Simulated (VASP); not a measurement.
These are AM05 GGA, VASP's PBE PAW potentials (set 64) (plane waves; VASP) values and carry that method's errors.

The input files of a VASP run:

**POSCAR**
```
MgS
1
    0.0000000000     2.6000000000     2.6000000000
    2.6000000000     0.0000000000     2.6000000000
    2.6000000000     2.6000000000     0.0000000000
Mg S
1 1
Direct
  0.0000000000   0.0000000000   0.0000000000
  0.5000000000   0.5000000000   0.5000000000
```

### INCAR
```
SYSTEM = MgS
PREC = Accurate; ENCUT = 520; LREAL = .False.
LASPH = .True.
EDIFF = 1E-6; NELM = 100; ALGO = Normal
ISMEAR = 0; SIGMA = 0.05
GGA = AM
IBRION = 2; NSW = 60; ISIF = 3
EDIFFG = -0.01
LWAVE = .False.; LCHARG = .False.
```

**KPOINTS**
```
Automatic mesh
0
Gamma
 8 8 8
```

POTCAR, in this order: Mg S (PBE.64 set). Program: vasp_std.

What VASP printed:

File OSZICAR:
```
       N       E                     dE             d eps       ncg     rms          rms(c)
DAV:   1     0.231891303121E+02    0.23189E+02   -0.37980E+03   488   0.821E+02
DAV:   2    -0.802970902973E+01   -0.31219E+02   -0.30010E+02   624   0.108E+02
DAV:   3    -0.901135532053E+01   -0.98165E+00   -0.98165E+00   584   0.262E+01
DAV:   4    -0.901512983808E+01   -0.37745E-02   -0.37745E-02   712   0.189E+00
DAV:   5    -0.901513922207E+01   -0.93840E-05   -0.93840E-05   600   0.685E-02    0.421E+00
DAV:   6    -0.869471946632E+01    0.32042E+00   -0.79841E-01   520   0.443E+00    0.318E+00
DAV:   7    -0.865517939552E+01    0.39540E-01   -0.20515E-01   600   0.245E+00    0.196E+00
DAV:   8    -0.865425623988E+01    0.92316E-03   -0.11922E-02   560   0.922E-01    0.675E-01
DAV:   9    -0.865412758625E+01    0.12865E-03   -0.35306E-04   576   0.158E-01    0.253E-01
DAV:  10    -0.865415724838E+01   -0.29662E-04   -0.13692E-04   584   0.766E-02    0.177E-02
DAV:  11    -0.865415535069E+01    0.18977E-05   -0.17827E-05   560   0.223E-02    0.150E-02
DAV:  12    -0.865415532743E+01    0.23267E-07   -0.36006E-07   304   0.537E-03
   1 F= -.86541553E+01 E0= -.86541553E+01  d E =-.865416E+01
       N       E                     dE             d eps       ncg     rms          rms(c)
DAV:   1    -0.865744374395E+01   -0.32884E-02   -0.57124E-02   528   0.156E+00    0.399E-01
DAV:   2    -0.865497006577E+01    0.24737E-02   -0.70767E-03   472   0.457E-01    0.128E-01
DAV:   3    -0.865469716456E+01    0.27290E-03   -0.15222E-03   528   0.219E-01    0.868E-02
DAV:   4    -0.865469495392E+01    0.22106E-05   -0.10997E-05   544   0.295E-02    0.755E-02
DAV:   5    -0.865469253956E+01    0.24144E-05   -0.63147E-06   504   0.209E-02    0.125E-02
DAV:   6    -0.865469199329E+01    0.54627E-06   -0.10019E-07   240   0.312E-03
   2 F= -.86546920E+01 E0= -.86546920E+01  d E =-.536666E-03
       N       E                     dE             d eps       ncg     rms          rms(c)
DAV:   1    -0.865479595225E+01   -0.10341E-03   -0.16471E-03   528   0.264E-01    0.665E-02
DAV:   2    -0.865472486219E+01    0.71090E-04   -0.20644E-04   488   0.781E-02    0.214E-02
DAV:   3    -0.865471651680E+01    0.83454E-05   -0.44145E-05   528   0.372E-02    0.145E-02
DAV:   4    -0.865471619057E+01    0.32624E-06   -0.29556E-07   264   0.503E-03
   3 F= -.86547162E+01 E0= -.86547162E+01  d E =-.560863E-03
```

OUTCAR:
```
------------------------ aborting loop because EDIFF is reached ----------------------------------------
  FORCE on cell =-STRESS in cart. coord.  units (eV):
  Direction    XX          YY          ZZ          XY          YZ          ZX
  --------------------------------------------------------------------------------------
  Total        0.0005635      0.0005635      0.0005635      0.0000000      0.0000000      0.0000000
  in kB        0.0258946      0.0258946      0.0258946      0.0000000      0.0000000      0.0000000
  external PRESSURE =       0.0258946 kB  Pullay stress =       0.0000000 kB
  volume of cell :       34.87
      direct lattice vectors                 reciprocal lattice vectors
    -0.000000000  2.592917254  2.592917254    -0.192832995  0.192832995  0.192832995
     2.592917254  0.000000000  2.592917254     0.192832995 -0.192832995  0.192832995
     2.592917254  2.592917254 -0.000000000     0.192832995  0.192832995 -0.192832995
 POSITION                                       TOTAL-FORCE (eV/Angst)
 -----------------------------------------------------------------------------------
     -0.00000      0.00000      0.00000         0.000000     -0.000000      0.000000
      2.59292      2.59292      2.59292        -0.000000      0.000000     -0.000000
 -----------------------------------------------------------------------------------
    total drift:                                0.000000      0.000000      0.000000
  FREE ENERGIE OF THE ION-ELECTRON SYSTEM (eV)
  ---------------------------------------------------
  free  energy   TOTEN  =        -8.6547161906 eV

  energy  without entropy=       -8.6547161906  energy(sigma->0) =       -8.65471619

 reached required accuracy - stopping structural energy minimisation
```
(Selected blocks of OUTCAR.)

File CONTCAR:
```
MgS
   1.00000000000000
    -0.0000000000000000    2.5929172542720584    2.5929172542720584
     2.5929172542720584    0.0000000000000000    2.5929172542720584
     2.5929172542720584    2.5929172542720584   -0.0000000000000000
  Mg              S
     1     1
Direct
     0.0000000000000000    0.0000000000000000    0.0000000000000000
     0.5000000000000000    0.5000000000000000    0.5000000000000000
```

The compound is MgS in the rock salt structure. This run relaxes it. Symmetry was kept, so distortions that lower it aren't found.
